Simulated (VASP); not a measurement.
Data:

```xyz
4
Lattice="-1.8956 1.8956 4.0457 1.8956 -1.8956 4.0457 1.8956 1.8956 -4.0457" Properties=species:S:1:pos:R:3 pbc="T T T"
Ga     0.0000     1.8956     2.0229
Ga     1.8956     0.0000     2.0229
Ga     0.0000     0.0000     4.0457
Tc     0.0000     0.0000     0.0000
```

Level of theory: LDA (Ceperley-Alder, Perdew-Zunger), VASP's LDA PAW potentials (set 64) (plane waves; VASP 6.6.1). Settings: 300 eV cut-off, 9×9×9 Γ-centred mesh, Gaussian smearing of 0.10 eV, potentials Ga_d Tc_pv.

**Question.** Give the energies of bands 20 to 30 at the high-symmetry points, in eV from the Fermi level.

**Answer.** 
| band | Γ | X | P | N | M | S | R |
|---|---|---|---|---|---|---|---|
| 20 | -4.59 | -7.04 | -6.84 | -9.21 | -9.60 | -8.82 | -7.82 |
| 21 | -3.36 | -6.61 | -6.84 | -5.12 | -4.04 | -7.32 | -6.86 |
| 22 | -3.25 | -5.01 | -5.78 | -4.27 | -2.30 | -3.10 | -4.82 |
| 23 | -3.25 | -3.71 | -3.26 | -3.19 | -2.30 | -2.36 | -3.51 |
| 24 | -3.22 | -3.56 | -3.26 | -2.11 | -1.80 | -1.95 | -2.91 |
| 25 | -0.94 | -2.88 | -2.12 | -1.66 | -1.25 | -1.58 | -2.72 |
| 26 | -0.48 | -0.16 | -0.18 | -0.29 | -1.25 | -0.54 | -0.32 |
| 27 | 1.42 | 0.18 | -0.16 | 1.53 | -0.91 | 1.04 | 0.33 |
| 28 | 1.42 | 1.66 | 1.46 | 1.87 | 2.65 | 1.23 | 1.38 |
| 29 | 2.56 | 1.96 | 2.07 | 2.24 | 3.23 | 2.39 | 2.75 |
| 30 | 3.04 | 2.96 | 2.07 | 4.06 | 5.14 | 4.64 | 3.32 |

It has no gap at this level: it comes out as a metal or semimetal.

The structure comes from a computed database's Ga3Tc entry; how it stands against other phases isn't given here. The cell was not relaxed at this level.
